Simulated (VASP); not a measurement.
Input:

```yaml
crystal:
  lattice:
    - [1.47597, 0.85215, 4.69343]
    - [-1.47597, 0.85215, 4.69343]
    - [0.00000, -1.70431, 4.69343]
  atoms:
    - { symbol: Ir, position: [0.00297, 0.00297, 0.00297] }
    - { symbol: O, position: [0.75020, 0.75020, 0.75020] }
    - { symbol: O, position: [0.58013, 0.58013, 0.58013] }
```

Computed with PBEsol GGA with spin-orbit coupling, VASP's PBE PAW potentials (set 64) (plane waves; VASP). Run with 520 eV cut-off, 11×11×11 Γ-centred mesh, Gaussian smearing of 0.050 eV, potentials Ir O.

Without a dispersion term in the relaxation, distances and binding between the weakly bound layers, chains or molecules are unreliable, and so is what depends on them.

Give the energies of bands 14 to 27 at the high-symmetry points, in eV from the Fermi level.

| band | Γ | T | H2 | L | S0 | F |
|---|---|---|---|---|---|---|
| 14 | -5.07 | -5.02 | -4.74 | -4.42 | -4.60 | -4.61 |
| 15 | -2.18 | -3.96 | -4.07 | -3.19 | -4.06 | -3.61 |
| 16 | -2.18 | -3.96 | -3.94 | -3.19 | -4.05 | -3.61 |
| 17 | -1.63 | -1.43 | -3.59 | -2.81 | -3.61 | -2.82 |
| 18 | -1.63 | -1.43 | -3.07 | -2.81 | -3.06 | -2.82 |
| 19 | -0.23 | -0.25 | -2.05 | -1.07 | -2.08 | -1.12 |
| 20 | -0.23 | -0.25 | -2.03 | -1.07 | -2.06 | -1.12 |
| 21 | -0.15 | -0.03 | 0.36 | -0.36 | 0.35 | -0.39 |
| 22 | -0.15 | -0.03 | 0.52 | -0.36 | 0.54 | -0.39 |
| 23 | 0.46 | 0.43 | 0.83 | 1.03 | 0.86 | 0.78 |
| 24 | 0.46 | 0.43 | 1.34 | 1.03 | 1.34 | 0.78 |
| 25 | 0.56 | 0.45 | 2.05 | 1.82 | 2.04 | 1.99 |
| 26 | 0.56 | 0.45 | 2.45 | 1.82 | 2.44 | 1.99 |
| 27 | 1.22 | 2.04 | 9.03 | 8.05 | 9.13 | 8.08 |

It has no gap at this level: it comes out as a metal or semimetal.

The structure was generated: IrO2 was put into the 3R-MoS2 type (R3m), which need not be its known phase. It was relaxed first, which changed the volume by +13 %.
